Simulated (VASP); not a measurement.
Data:

```yaml
crystal:
  lattice:
    - [0.00000, 2.78623, 2.78623]
    - [2.78623, 0.00000, 2.78623]
    - [2.78623, 2.78623, 0.00000]
  atoms:
    - { symbol: Zn, position: [0.00000, 0.00000, 0.00000] }
    - { symbol: Se, position: [0.25000, 0.25000, 0.25000] }
```

Level of theory: LDA (Ceperley-Alder, Perdew-Zunger), VASP's LDA PAW potentials (set 64) (plane waves; VASP). Settings: 400 eV cut-off, 7×7×7 Γ-centred mesh, Gaussian smearing of 0.050 eV, potentials Zn Se.

Q: Predict the energy per atom (σ→0), band gap (on the k-mesh) with the smallest direct gap where there is one.

A: 
The band gap (on the k-mesh) is 1.28 eV and the smallest direct gap (on the k-mesh) is 1.28 eV. The energy per atom (σ→0) is -3.685 eV/atom.

The absolute energy has meaning only against runs of the same code, potentials and settings.

The compound is ZnSe in the zinc blende structure. It was relaxed first, which changed the volume by -5 %. The start is the result of an earlier pass.
